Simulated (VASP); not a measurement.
Consider the following.

```yaml
crystal:
  lattice:
    - [0.00000, 3.48879, 3.48879]
    - [3.48879, 0.00000, 3.48879]
    - [3.48879, 3.48879, 0.00000]
  atoms:
    - { symbol: Sr, position: [0.00000, 0.00000, 0.00000] }
    - { symbol: Cl, position: [0.25000, 0.25000, 0.25000] }
    - { symbol: Cl, position: [0.75000, 0.75000, 0.75000] }
```

Calculation: SCAN meta-GGA, VASP's PBE PAW potentials (set 64) (plane waves; VASP). Run with 520 eV cut-off, 5×5×5 Γ-centred mesh, Gaussian smearing of 0.050 eV, potentials Sr_sv Cl.

What does the run give for the energy per atom (σ→0)?

```
Quantity                         Value
---------------------  ---------------
energy per atom (σ→0)  -15.524 eV/atom
```

Only differences to runs with the same potentials and settings are physical.

The compound is SrCl2 in the fluorite structure. It was relaxed first. The start is the result of an earlier pass.
